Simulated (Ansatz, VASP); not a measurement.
# Cross-check of TiBr2 between VASP and Ansatz, part 2 of 2

One calculation is typed for both programs; each brings its own data sets and cutoff. How far apart do they land?

VASP 6.6.1 and Ansatz 0.2.0.

So far: The structure; VASP: relaxation of cell and atoms, r2SCAN.

The database entry behind the starting cell has ideal inner coordinates that were not refined, so it need not match the best structure at ambient conditions.

## Step 3: Ansatz: relaxation of cell and atoms, r2SCAN

Level of this step: Ansatz beside VASP: Kohn-Sham DFT, plane waves, r2SCAN (Ansatz).

Ansatz runs on its default PAW (the set named soft_2) files.

The same cell, functional, mesh and smearing now go to Ansatz, which takes its cutoff from its data sets.

input.yaml

```yaml
crystal:
  lattice:
    - [3.629, 0.0, 0.0]
    - [-1.8145, 3.1428061903, 0.0]
    - [0.0, 0.0, 6.492]
  atoms:
    - { symbol: Br, position: [0.6666666667, 0.3333333333, 0.75] }
    - { symbol: Br, position: [0.3333333333, 0.6666666667, 0.25] }
    - { symbol: Ti, position: [0.0, 0.0, 0.0] }
hamiltonian:
  xc: r2scan
  pseudopotentials: { kind: paw }
kpoints:
  mp_grid: { grid: [6, 6, 3] }
scf:
  occupations: { method: gaussian, width: 0.05 }
relax:
  f_tol: 0.01
  max_steps: 60
  cell: { stress_tol: 0.05 }
output:
  forces: true
  stress: true
```

Launch:

```bash
ansatz run input.yaml --threads 4 --pin off --max-ram 9216MiB --backend cpu --events-out ev --progress --plain --runs-dir out
```

Numbers of over 12 decimals in the logs are rounded to 6 here.

Log:

```text
Engine: ansatz 0.2.0, aarch64-unknown-linux-gnu
Pseudopotentials: kind: paw
Pseudopotential: Br, paw, valence charge 7, recommended cutoff 500 eV (meta_gga), Br.paw.azcp
Pseudopotential: Ti, paw, valence charge 12, recommended cutoff 500 eV (meta_gga), Ti.paw.azcp
Functional definition: r2SCAN
  parameter k0 = 0.174
  parameter k1 = 0.065
  parameter a1 = 4.9479
  exchange = r2scan_x(k0 = k0, k1 = k1, a1 = a1)
  correlation = r2scan_c
Crystal: 3 atoms, lattice volume = 74.043 Å³
Basis set: ecut = 500 eV, 1907 PW (Γ), exchange–correlation on 108×108×192 points (64 copies of the dense FFT grid, shifted against one another)
Bands: 17, of which v1, the nominal top of the filled ones, is band 13 counted from 1 (12 counted from 0)
Symmetry: 12 space group operations
Space group: P-3m1 (ITA 164), of the structure as read, at distance tolerance 4.2e-5 Å
k-points: 17 of 108
Non-local potential: Br, projectors of the file, l = 0: 2, l = 1: 2, l = 2: 2
Non-local potential: Ti, projectors of the file, l = 0: 3, l = 1: 2, l = 2: 3, l = 3: 1
PAW form: soft (Blöchl's): semilocal exchange-correlation on the pseudo side does not see the compensation charge
PAW frozen core: Br, regenerated for the run's functional (the file was generated under x = pbe(κ = 0.804, μ = 0.219515), c = pbe(β = 0.066725))
PAW frozen core: Ti, regenerated for the run's functional (the file was generated under x = pbe(κ = 0.804, μ = 0.219515), c = pbe(β = 0.066725))
PAW one-centre angular grid: Br, 302 points (default); XC on 160 Gauss nodes
PAW one-centre angular grid: Ti, 590 points (default); XC on 160 Gauss nodes
Initial density: superposition of atomic densities (neutral atoms: chi_scale 0, normalization atom), corrected by the library's trained network
Initial wavefunctions: pseudopotential atomic-orbital guess
Functional: x = r2scan, c = r2scan; τ floored in thin density (d = 2e-4 eV/Å³)
SCF iter   1: F=—  HF=-8093.567663 eV  |F-HF|=—  |Δ(HF+E_count)|=         —  Δρ=8.36e-3  dr2=8.41e-2  dr2_τ=2.12e-2  ethr=1.77e-3  ⟨swp⟩=6.0  Hψ=1599  notcnv=0
preconditioner: auto → LDOS  [metal: Δε(μ)=0.019 eV  Ē_g=9.042 eV  σ=0.050 eV  W_gap=0.21  n_scr=22 (ndim 8)  ℏωp=18.3 eV  f_vac=0.028  D(μ)=4.09/eV (n_scr^D=36)  β→1.0]
SCF iter   2: F=—  HF=-8093.625270 eV  |F-HF|=—  |Δ(HF+E_count)|=   5.76e-2  Δρ=2.58e-3  dr2=7.81e-3  dr2_τ=7.65e-4  ethr=3.24e-4  ⟨swp⟩=3.0  Hψ=695  notcnv=0  defer=2
SCF iter   3: F=—  HF=-8093.626411 eV  |F-HF|=—  |Δ(HF+E_count)|=   1.14e-3  Δρ=1.81e-3  dr2=2.32e-3  dr2_τ=7.11e-5  ethr=3.00e-5  ⟨swp⟩=2.2  Hψ=486  notcnv=0  defer=2
SCF iter   4: F=—  HF=-8093.625833 eV  |F-HF|=—  |Δ(HF+E_count)|=   5.78e-4  Δρ=4.54e-4  dr2=2.37e-4  dr2_τ=7.23e-6  ethr=8.92e-6  ⟨swp⟩=2.0  Hψ=556  notcnv=0  defer=2
SCF iter   5: F=—  HF=-8093.625868 eV  |F-HF|=—  |Δ(HF+E_count)|=   3.45e-5  Δρ=2.48e-4  dr2=5.84e-5  dr2_τ=1.47e-6  ethr=9.10e-7  ⟨swp⟩=2.0  Hψ=401  notcnv=0  defer=2
SCF iter   6: F=—  HF=-8093.625862 eV  |F-HF|=—  |Δ(HF+E_count)|=   6.02e-6  Δρ=6.08e-5  dr2=3.22e-6  dr2_τ=7.76e-8  ethr=2.25e-7  ⟨swp⟩=2.0  Hψ=407  notcnv=0  defer=2
SCF iter   7: F=—  HF=-8093.625863 eV  |F-HF|=—  |Δ(HF+E_count)|=   9.12e-7  Δρ=1.19e-5  dr2=1.55e-7  dr2_τ=7.36e-9  ethr=1.24e-8  ⟨swp⟩=2.0  Hψ=501  notcnv=0  defer=2
SCF iter   8: F=-8093.625863 eV  HF=-8093.625863 eV  |F-HF|=2.54e-9  |Δ(HF+E_count)|=   4.94e-8  Δρ=5.19e-6  dr2=1.09e-8  dr2_τ=5.63e-10  ethr=3.85e-10  ⟨swp⟩=5.0  Hψ=1058  notcnv=0
SCF 1 converged in 8 iterations: F = -8093.625863 eV  dr2 = 1.09e-8
  greatest PAW one-centre occupation: 1.002 electrons in one spin orbital (limit 2), on the Ti atom at site 2 (counted from 0), in its partial waves of l = 1
relax step   1: F+E_penalty+E_count = -8093.62586259 eV  Δ(F+E_penalty+E_count) = +0.000e0 eV  max|allowed force component| = 2.012e-1 eV/Å  Δτ_max = 0.0000 Å  P = -1.892 GPa  Ω = 74.043 Å³  (8 SCF iters, dr2 threshold 1.00e-7 eV, accepted)
[...]
relax step   2: F+E_penalty+E_count = -8093.65648075 eV  Δ(F+E_penalty+E_count) = -3.062e-2 eV  max|allowed force component| = 1.731e-1 eV/Å  Δτ_max = 0.0249 Å  P = +1.057 GPa  Ω = 71.224 Å³  energy of the carried Pulay correction = +7.835e-4 eV  (7 SCF iters, dr2 threshold 3.00e-7 eV, accepted)
[...]
relax step   3: F+E_penalty+E_count = -8093.66204596 eV  Δ(F+E_penalty+E_count) = -5.565e-3 eV  max|allowed force component| = 3.264e-2 eV/Å  Δτ_max = 0.0163 Å  P = +0.193 GPa  Ω = 71.474 Å³  energy of the carried Pulay correction = +7.126e-4 eV  (7 SCF iters, dr2 threshold 3.00e-7 eV, accepted)
[...]
relax step   4: F+E_penalty+E_count = -8093.66352805 eV  Δ(F+E_penalty+E_count) = -1.482e-3 eV  max|allowed force component| = 9.621e-3 eV/Å  Δτ_max = 0.0259 Å  P = -0.094 GPa  Ω = 72.891 Å³  energy of the carried Pulay correction = +3.164e-4 eV  (7 SCF iters, dr2 threshold 1.50e-7 eV, accepted)
[...]
relax step   5: F+E_penalty+E_count = -8093.66373177 eV  Δ(F+E_penalty+E_count) = -2.037e-4 eV  max|allowed force component| = 3.066e-4 eV/Å  Δτ_max = 0.0054 Å  P = +0.009 GPa  Ω = 72.982 Å³  energy of the carried Pulay correction = +2.913e-4 eV  (7 SCF iters, dr2 threshold 5.78e-8 eV, accepted)
[...]
relax step   6: F+E_penalty+E_count = -8093.66360514 eV  Δ(F+E_penalty+E_count) = +1.266e-4 eV  max|allowed force component| = 3.961e-4 eV/Å  Δτ_max = 0.0000 Å  P = +0.008 GPa  Ω = 72.982 Å³  stress off target by 1.85e-2 GPa  SCF on the basis re-selected at this cell (its energy is not comparable with the rows above)  (6 SCF iters)
basis re-selected at this cell: Δ(F+E_penalty+E_count) = +1.266e-4 eV, ΔP = -0.002 GPa vs the last step (what re-selecting the basis moved, of the pressure what is left beyond the Pulay correction that the steps carried, after the strain that the cell walked since its last selection, with what the two solves' SCF thresholds leave and, on support functions, any second-order correction that the steps lacked; it is no measure of the basis error at this ecutwfc). The dense FFT grid was sized anew with the basis: this SCF ran on 27×27×50 points, the steps before it on 27×27×48, so part of this shift can come from that change (see relax.cell in the input reference). [rest of the remark cut]
SCF converged after 6 iterations
Free energy (F): -8093.663605 eV
Harris-Foulkes:  -8093.663605 eV  (|F-HF|=9.09e-13)
Internal energy: -8093.658967 eV  (E = F + TS)
E sigma→0 (E₀):  -8093.661286 eV
Entropy (-TS):   -0.004639 eV (-1.546 meV/atom)
Fermi energy:    8.090861 eV
--- Per-component energies (eV) ---
  E_band       = -259.444825
  E_kinetic    = 542.121322
  E_local      = -1985.616194  (includes V_loc(G=0)·N_el)
  E_nonlocal   = 150.367706
  E_hartree    = 789.183802
  E_xc         = -594.877200
  E_vxc        = -361.835361  (∫ρ·V_xc dr)
  E_paw        = -5598.391536  (= ΣΔE_a)
  E_vpaw       = -203.068401  (= ΣTr[D̂ρ^β])
  E_aug_tail   = 0.000098  (compensation charges beyond the density's cutoff)
  E_vtau       = 20.218491  (kinetic-family band-sum trace: ∫τ·v_τ [+ j·A + Jᵃ·Aᵃ] dr)
  E_ewald      = -1395.877120
  E_core_change = -0.569845  (= ΣΔE_core)
  E_smearing   = -0.004639  (= −TS)
  E_closure    = 0.000000  (closes the sum)
  Σ components = -8093.663605   (vs F -8093.663605, Δ=0.00e0)
--- Forces (eV/Å), atoms counted from 1 ---
  atom   1  Br     0.00000000     0.00000000     0.00039613
  atom   2  Br     0.00000000     0.00000000    -0.00039613
  atom   3  Ti     0.00000000     0.00000000     0.00000000
  max |Σ_I F_I| component: 4.63e-18 eV/Å
--- Stress (GPa, compression-positive) ---
        0.002403       0.000000       0.000000
        0.000000       0.002403      -0.000000
        0.000000      -0.000000       0.018543
  P = ⅓ Tr σ = 0.0078 GPa (0.078 kbar)
--- Relaxed structure (5 steps of the walk, 5 accepted, 1 SCFs on fresh bases) ---
  F+E_penalty+E_count = -8093.66360514 eV   max|allowed force component| = 3.961e-4 eV/Å   (the final SCF, on the basis selected at the relaxed cell)
  cell:  # Å, volume = 72.9820 Å³
    - [3.517160, 0.0, 0.0]
    - [-1.758580, 3.045950, 0]
    - [0.0, 0, 6.812408]
  atoms:
    - { symbol: Br, position: [0.666667, 0.333333, 0.756154] }
    - { symbol: Br, position: [0.333333, 0.666667, 0.243846] }
    - { symbol: Ti, position: [0, 0, 0] }
```

The job ended after 7 s (4 threads of Arm Neoverse V2, shared host; peak memory 0.51 GiB).

## Step 4: Differences

Known differences besides the PAW data sets themselves: VASP keeps PBE cores, Ansatz makes them for the functional; both relaxations stop at a tolerance, which leaves soft axes loose, and VASP keeps its plane-wave basis; the data sets hold 26 valence electrons in Ansatz (default PAW (the set named soft_2) files) and 18 in VASP; the cutoff is 500 eV in Ansatz and 350 eV in VASP; Ansatz adds a Pulay correction to the stress that steers its cell, VASP none. Total energies have different zeros and are not compared.

Both answers:

```csv
quantity,Ansatz,VASP,difference
volume (Å³),72.98,72.72,+0.37 %
"edge a after relaxation, in the typed setting (Å)",3.517,3.525,-0.21 %
"edge c after relaxation, in the typed setting (Å)",6.812,6.759,+0.80 %
```

The walks stopped with 0.01 GPa left in Ansatz and 0.01 GPa in VASP; each walk ends within a tolerance, so the volume difference is uncertain by about these residues over the bulk modulus, most in soft cells.

## Step 5: What came out

| Quantity | Value |
| --- | --- |
| difference in edge c after relaxation, in the typed setting (relaxation of cell and atoms, r2SCAN) | 0.80 % |

In words: The difference in edge c after relaxation, in the typed setting is 0.80 % (relaxation of cell and atoms, r2SCAN), within the 1.2 % picked in this series as the mark of a large difference, as far as the stopping tolerances let one tell. Differences of this kind measure data sets and numerical settings, not the functional's error against experiment.

[Lines on the potential files, build, host, timing and source positions are cut from VASP's logs without a mark.]

[Logs are printed without paths, hosts, clocks, repeated set-up lines and the standing remarks that a program may print on its own settings, such as how far it seeks lower states.]

[Hosts, paths, dates, database ids (printed as entryN), source tags and the programs' standing remarks are cut or masked in the printed files.]
